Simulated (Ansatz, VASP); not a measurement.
Ti3Ag in VASP and in Ansatz

```
Ti Ag
1.0
     4.24210    0.00000    0.00000
     0.00000    4.24210    0.00000
     0.00000    0.00000    4.00198
Ti Ag
3 1
Direct
  0.00000 0.50000 0.50000
  0.50000 0.00000 0.50000
  0.50000 0.50000 0.00000
  0.00000 0.00000 0.00000
```

Change from the starting cell: volume scaled by 1.04, crystal datasets.

Alike in both runs: task electric field gradients; functional LDA; k mesh 9 × 9 × 9; occupations fermi-dirac, width 0.08 eV; no spin polarisation.

```csv
,VASP,Ansatz
version,VASP 6.6.1,Ansatz 0.2.0
potentials or method,"VASP PAW LDA potentials, release 64 (Ti_sv, Ag), cutoff 520 eV","all-electron PAW with datasets made for the crystal, scalar-relativistic"
```

Ansatz gave:

- pressure (GPa): -13.2
- largest component of the traceless stress (GPa): 1.39
- Vzz of the field gradient on the site that differs most (V/Å²): -14.3

Estimate VASP's values.

pressure (GPa): -13.1; largest component of the traceless stress (GPa): 1.38; Vzz of the field gradient on the site that differs most (V/Å²): -11.1.

Ansatz ran all-electron here, so the differences hold the error of VASP's frozen core and of both bases. Ansatz warned: «gradients_without_spin_orbit».
